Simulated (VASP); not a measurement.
Consider the following.

```
CELL_PARAMETERS angstrom
      1.55122    -2.68680     0.00000
      1.55122     2.68680     0.00000
      0.00000     0.00000     4.96878
ATOMIC_POSITIONS crystal
  Al 0.66667 0.33333 0.50007
  Al 0.33333 0.66667 0.00007
  N  0.66667 0.33333 0.88193
  N  0.33333 0.66667 0.38193
```

All values below come from r2SCAN+rVV10, VASP's PBE PAW potentials (set 64) (plane waves; VASP 6.6.1). Numerical set-up: 520 eV cut-off, 9×9×5 Γ-centred mesh, tetrahedra with Blöchl corrections, potentials Al N.

Tabulate the total density of states (states/eV per cell) against energy (eV; zero at the valence-band maximum or, without a gap, the Fermi level).

```csv
E (eV),DOS (states/eV)
-9.94,0.00
-9.46,0.00
-8.98,0.00
-8.50,0.00
-8.02,0.00
-7.66,0.00
-7.18,0.00
-6.70,0.00
-6.22,0.00
-5.74,0.42
-5.26,2.07
-4.78,2.33
-4.30,1.73
-3.82,0.84
-3.34,1.65
-2.98,1.62
-2.50,2.08
-2.02,2.59
-1.54,2.83
-1.06,3.87
-0.58,2.12
-0.10,0.14
0.38,0.00
0.86,0.00
1.34,0.00
1.70,0.00
2.18,0.00
2.66,0.00
3.14,0.00
3.62,0.00
4.10,0.00
4.58,0.00
5.06,0.00
5.54,0.04
6.02,0.80
6.38,1.47
6.86,2.28
7.34,1.21
7.82,1.18
8.30,0.85
```
Within 2 eV below the valence-band maximum the largest weight inside VASP's projection spheres is N p.

The compound is AlN in the wurtzite structure. It was relaxed first.
